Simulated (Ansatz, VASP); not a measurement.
# Cross-check of SrLi2Al14Si16O55 (glassy 64SiO2-28Al2O3-4SrO-4Li2O (mol %)) between VASP and Ansatz, part 3 of 3

One calculation is typed for both programs; each brings its own data sets. How far apart do they land? Of the first pair: The structure shown is the start of the Ansatz relaxation below; VASP solves that cell, so the two are compared at the walk's first step.

VASP 6.6.1 and Ansatz 0.2.0.

So far. Step 3 (VASP: single point, PBE, start cell, pair 1): The run ends at a pressure of 9.53 GPa, with forces up to 4.8 eV/Å.

## Step 6: VASP: single point, PBE, relaxed cell, pair 2

Level of this step: PBE; plane waves and PAW (Si, Al, Sr_sv, Li_sv, O) (VASP).

The same cell, functional, mesh and smearing now go to VASP, with its own data sets.

Contents of INCAR:

```
SYSTEM = SrLi2Al14Si16O55
PREC = Accurate
ENCUT = 750
EDIFF = 1E-06
NELM = 120
ISMEAR = -1
SIGMA = 0.05
LREAL = Auto
ALGO = Normal
GGA = PE
NBANDS = 288
LORBIT = 11
LWAVE = .FALSE.
LCHARG = .FALSE.
ISIF = 2
LASPH = .TRUE.
GGA_COMPAT = .FALSE.
EFERMI = MIDGAP
NCORE = 2
```

Contents of POSCAR:

```
SrLi2Al14Si16O55
1.0
   10.0810550000     -0.0203710000     -0.1356890000
   -0.0203710000     10.5130170000      0.3564870000
   -0.1356890000      0.3564870000     10.7392620000
Si Al Sr Li O
16 14 1 2 55
Direct
    0.7567800000      0.1743200000      0.7337000000
    0.6102400000      0.5942300000      0.8068600000
    0.4146100000      0.4368500000      0.2237000000
    0.6218800000      0.2370700000      0.2034000000
    0.8770300000      0.1280200000      0.2909000000
    0.3660800000      0.4564600000      0.7162900000
    0.2318600000      0.4468500000      0.9727400000
    0.9206500000      0.9192100000      0.9258800000
    0.7674100000      0.4290700000      0.0030300000
    0.1502100000      0.4873000000      0.3492700000
    0.2370200000      0.0084500000      0.2176600000
    0.0264600000      0.8440700000      0.6192700000
    0.7590000000      0.7990300000      0.7039800000
    0.2688300000      0.1704800000      0.9592600000
    0.8117800000      0.8638800000      0.2015600000
    0.6318500000      0.5376600000      0.3662600000
    0.0683100000      0.7832400000      0.3399700000
    0.0678300000      0.1173600000      0.7274000000
    0.5246300000      0.7778700000      0.5018800000
    0.1479700000      0.7217900000      0.8659500000
    0.1340600000      0.1920700000      0.4297800000
    0.9742300000      0.2130500000      0.0052300000
    0.5628500000      0.0119600000      0.5809500000
    0.5443300000      0.3047900000      0.5730400000
    0.5467300000      0.9504500000      0.2590900000
    0.8926400000      0.5733200000      0.2141300000
    0.2213400000      0.6717700000      0.5653100000
    0.5662600000      0.0959900000      0.9715800000
    0.3428300000      0.1426100000      0.6624700000
    0.4474200000      0.8603100000      0.8273600000
    0.8596500000      0.3471200000      0.5062900000
    0.6359100000      0.8061700000      0.0082900000
    0.3380000000      0.8858200000      0.0361500000
    0.7465200000      0.6451000000      0.7385100000
    0.6524700000      0.4744700000      0.9006500000
    0.1361300000      0.6298500000      0.4143000000
    0.3812900000      0.9377400000      0.2139800000
    0.1800300000      0.1518300000      0.5882900000
    0.6538500000      0.8323700000      0.2038600000
    0.0537700000      0.5125000000      0.2275200000
    0.6983300000      0.1430700000      0.8739700000
    0.1611300000      0.2932300000      0.9886600000
    0.9186500000      0.2079000000      0.7107800000
    0.8003900000      0.8806100000      0.8243500000
    0.1328000000      0.8904900000      0.2300300000
    0.5975500000      0.0927500000      0.1505700000
    0.4317000000      0.9928100000      0.7065100000
    0.8709800000      0.8082300000      0.5979100000
    0.8445800000      0.9748900000      0.2956400000
    0.1372400000      0.5650900000      0.9386500000
    0.2265400000      0.1417200000      0.8138100000
    0.2199400000      0.1197900000      0.3127900000
    0.8151300000      0.5544600000      0.0724300000
    0.9781000000      0.0700200000      0.9173600000
    0.2209700000      0.0620900000      0.0656500000
    0.4019500000      0.3142900000      0.6711100000
    0.4732000000      0.1571800000      0.5361100000
    0.9434000000      0.1745500000      0.1614700000
    0.8343900000      0.9048200000      0.0558200000
    0.4795700000      0.2925000000      0.2439800000
    0.6122200000      0.8382300000      0.6392100000
    0.5520200000      0.9375300000      0.4259000000
    0.6889300000      0.3055600000      0.6679000000
    0.6833500000      0.3288300000      0.0959800000
    0.9631400000      0.1549100000      0.4148300000
    0.0423400000      0.9590000000      0.7060000000
    0.8884300000      0.3487900000      0.9512100000
    0.5118100000      0.9396900000      0.9588400000
    0.7171500000      0.0670900000      0.6361900000
    0.5939100000      0.4120600000      0.4547300000
    0.0286000000      0.8092700000      0.9353800000
    0.3320400000      0.4297800000      0.8607900000
    0.5032900000      0.5406300000      0.7042400000
    0.3626600000      0.7562800000      0.5373200000
    0.5505500000      0.7184500000      0.8683900000
    0.6160700000      0.6667400000      0.4338000000
    0.2963200000      0.8029300000      0.8827300000
    0.3301100000      0.4566200000      0.0939700000
    0.7894600000      0.5143900000      0.3356000000
    0.4250100000      0.1956800000      0.9649200000
    0.1018300000      0.3624300000      0.4329600000
    0.1129100000      0.7225900000      0.6917800000
    0.7355700000      0.2071300000      0.3154500000
    0.2489900000      0.5173200000      0.6301900000
    0.5364900000      0.5383800000      0.2372900000
    0.3076600000      0.4625300000      0.3301600000
    0.0902500000      0.8508700000      0.4829000000
    0.9116000000      0.7423900000      0.2549000000
```

Contents of KPOINTS:

```
Automatic mesh
0
Gamma
1 1 1
0 0 0
```

PAW data sets: Si, Al, Sr_sv, Li_sv and O (PBE family, release 64).

Started as:

```console
$ mpirun -np 8 vasp_gam
```

Numbers of over 12 decimals in the logs are rounded to 6 here.

The log of the run:

```text
[... set-up lines as in an earlier step ...]
 entering main loop
       N       E                     dE             d eps       ncg     rms          rms(c)
DAV:   1     0.497366384759E+04    0.49737E+04   -0.32093E+05   576   0.207E+03
DAV:   2    -0.288639064862E+03   -0.52623E+04   -0.50742E+04   720   0.428E+02
DAV:   3    -0.741431294382E+03   -0.45279E+03   -0.44986E+03   680   0.132E+02
DAV:   4    -0.755553084627E+03   -0.14122E+02   -0.14067E+02   744   0.216E+01
[...]
DAV:  17    -0.662225967465E+03    0.17334E-05   -0.12607E-04   744   0.375E-02    0.172E-02
DAV:  18    -0.662225969560E+03   -0.20942E-05   -0.82604E-05   688   0.230E-02    0.121E-02
DAV:  19    -0.662225968874E+03    0.68575E-06   -0.81111E-06   688   0.706E-03
   1 F= -.66222597E+03 E0= -.66222597E+03  d E =-.408189E-17
```

From OUTCAR (step 6):

```text
  Total       -0.2303836     -0.4936985     -0.8578613     -0.0764272      0.0789798     -0.0000875
  in kB       -0.3247269     -0.6958707     -1.2091603     -0.1077246      0.1113225     -0.0001233
  external PRESSURE =      -0.7432526 kB  Pullay stress =       0.0000000 kB

 POSITION                                       TOTAL-FORCE (eV/Angst)
 -----------------------------------------------------------------------------------
      7.52603      2.07877      7.83885         0.036486      0.015310      0.037926
      6.03028      6.52235      8.79411        -0.012987     -0.046982     -0.006817
      4.14045      4.66391      2.50185        -0.030570     -0.007257     -0.018338
      6.23678      2.55216      2.18450        -0.026370      0.002556     -0.004673
      8.79931      1.43171      3.05069        -0.019545     -0.016098      0.039236
      3.58398      5.04666      7.80548         0.018968     -0.028427      0.016811
      2.19630      5.03979     10.57435         0.022887     -0.022825      0.033757
      9.13677      9.97498     10.14603        -0.048943      0.022185      0.003335
      7.72715      4.49627      0.08137        -0.052331     -0.013676     -0.025841
      1.45696      5.24444      3.90424         0.037378      0.028241      0.031019
      2.35971      0.16160      2.30836        -0.003392      0.001219     -0.036995
      0.16552      9.09394      6.94781        -0.000054     -0.004525     -0.006583
      7.53972      8.63571      7.74208        -0.023221      0.017566     -0.010796
[...]
-----------------------------------------------------------------------------------
    total drift:                                0.000833     -0.029185     -0.081941

  FREE ENERGIE OF THE ION-ELECTRON SYSTEM (eV)
  ---------------------------------------------------
  free  energy   TOTEN  =      -662.2259688738 eV

  energy  without entropy=     -662.2259688738  energy(sigma->0) =     -662.22596887

[... 1 part as in an earlier step ...]

[... 2 further parts left out ...]
[key lines of the parts left out:]
E-fermi :   3.9419
```

The run ends at a pressure of -0.07 GPa, with forces up to 0.075 eV/Å.

## Step 7: Differences

What differs besides the data sets and the points named for the pairs above, as far as they apply: the cutoff is 420 eV in Ansatz and 750 eV in VASP (PREC = Accurate, projectors in real space). Total energies have different zeros and are not compared.

Compared:

```
              quantity  Ansatz   VASP  difference
        pressure (GPa)    0.01  -0.07       +0.09
gap on the k mesh (eV)   4.153  4.146      +0.007
```

Forces on 8 of the 88 atoms, those with the largest forces and the largest differences (eV/Å; atoms numbered as in POSCAR):

```
atom          Ansatz x, y, z            VASP x, y, z
 Si1   -0.003, -0.004, 0.006     0.036, 0.015, 0.038
 Si8  -0.004, -0.007, -0.009    -0.049, 0.022, 0.003
 Si9   -0.008, 0.000, -0.012  -0.052, -0.014, -0.026
Si10     0.000, 0.007, 0.000     0.037, 0.028, 0.031
 O50    0.002, -0.001, 0.004   -0.013, 0.069, -0.027
 O71    -0.006, 0.005, 0.007   0.033, -0.037, -0.014
 O80    -0.005, 0.000, 0.003    0.061, -0.012, 0.006
 O81    0.010, -0.010, 0.002    0.023, -0.064, 0.003
```

The forces differ by 20 meV/Å r.m.s., where the r.m.s. force is 0.005 eV/Å in Ansatz and 0.020 eV/Å in VASP: the atoms lie near their places of rest in Ansatz, so a percentage would say little (all taken over all components). A gap on the mesh is an upper bound, since the band edges may lie between its points.

## Step 8: Outcome

* r.m.s. force difference (single point, PBE, start cell, pair 1): 2.0 % of the r.m.s. force
* r.m.s. force difference (single point, PBE, relaxed cell, pair 2): 20 meV/Å

What this shows: The r.m.s. force difference is 20 meV/Å (single point, PBE, relaxed cell, pair 2), beyond the 12 meV/Å picked in this series as the mark of a large difference. What causes the difference of the single point, PBE, relaxed cell, pair 2 pair stays open here. Such differences can come from data sets, numerical settings and the points named under the comparisons, not from the functional's error against experiment.

[Lines on the potential files, build, host, timing and source positions are cut from VASP's logs without a mark.]

[Logs are printed without paths, hosts, clocks, repeated set-up lines and the standing remarks that a program may print on its own settings, such as how far it seeks lower states.]

[Hosts, paths, dates, database ids (printed as entryN), source tags and the programs' standing remarks are cut or masked in the printed files.]
